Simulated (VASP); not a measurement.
Here is a VASP 6.6.1 calculation.

File INCAR:

```
ALGO     = Normal         # electronic algorithm
EDIFF    = 1E-6           # SCF threshold, eV
ENCUT    = 520            # plane-wave cutoff, eV
GGA      = PE             # functional
ISIF     = 2              # what is computed and relaxed
ISMEAR   = -1             # smearing method
ISYM     = 1            
LASPH    = True           # aspherical terms in the spheres
LCHARG   = False          # write CHGCAR
LREAL    = False          # projectors in reciprocal space
LWAVE    = False          # write WAVECAR
NELM     = 100            # most SCF steps
PREC     = Normal         # precision mode
SIGMA    = 0.05           # smearing width, eV
```

The input KPOINTS:

```
k-points
0
Gamma
  6 6 3
```

The input POSCAR:

```
NaBe2Se2
1.0
    3.6722800000      0.0000000000      0.0000000000
   -1.8361400000      3.1802800000      0.0000000000
    0.0000000000      0.0000000000      8.0111600000
Na Be Se
1 2 2
Direct
    0.0000000000      0.0000000000      0.5000000000
    0.3333300000      0.6666700000      0.1463900000
    0.3333300000      0.6666700000      0.8536100000
    0.6666700000      0.3333300000      0.2285200000
    0.6666700000      0.3333300000      0.7714800000
```

File KPOINTS_OPT:

```
path GMKGALHA,LM,KH
20
line-mode
reciprocal
 0.0000000000  0.0000000000  0.0000000000  G
 0.5000000000  0.0000000000  0.0000000000  M

 0.5000000000  0.0000000000  0.0000000000  M
 0.3333333333  0.3333333333  0.0000000000  K

 0.3333333333  0.3333333333  0.0000000000  K
 0.0000000000  0.0000000000  0.0000000000  G

 0.0000000000  0.0000000000  0.0000000000  G
 0.0000000000  0.0000000000  0.5000000000  A

 0.0000000000  0.0000000000  0.5000000000  A
 0.5000000000  0.0000000000  0.5000000000  L

 0.5000000000  0.0000000000  0.5000000000  L
 0.3333333333  0.3333333333  0.5000000000  H

 0.3333333333  0.3333333333  0.5000000000  H
 0.0000000000  0.0000000000  0.5000000000  A

 0.5000000000  0.0000000000  0.5000000000  L
 0.5000000000  0.0000000000  0.0000000000  M

 0.3333333333  0.3333333333  0.0000000000  K
 0.3333333333  0.3333333333  0.5000000000  H
```

Potentials or basis: VASP PAW PBE potentials, release 64 (Na_pv, Be, Se).

Run with:

```sh
$ cat potpaw_PBE.64/Na_pv/POTCAR potpaw_PBE.64/Be/POTCAR potpaw_PBE.64/Se/POTCAR > POTCAR
$ mpirun -np 1 vasp_std > vasp.out
```

(1) What does it give for the largest force?

(2) Predict the pressure.

(3) Predict the band gap along the path.

## Answers

(1) 0.020 eV/Å.

(2) 0.1 GPa.

(3) none (metal or under the smearing width).
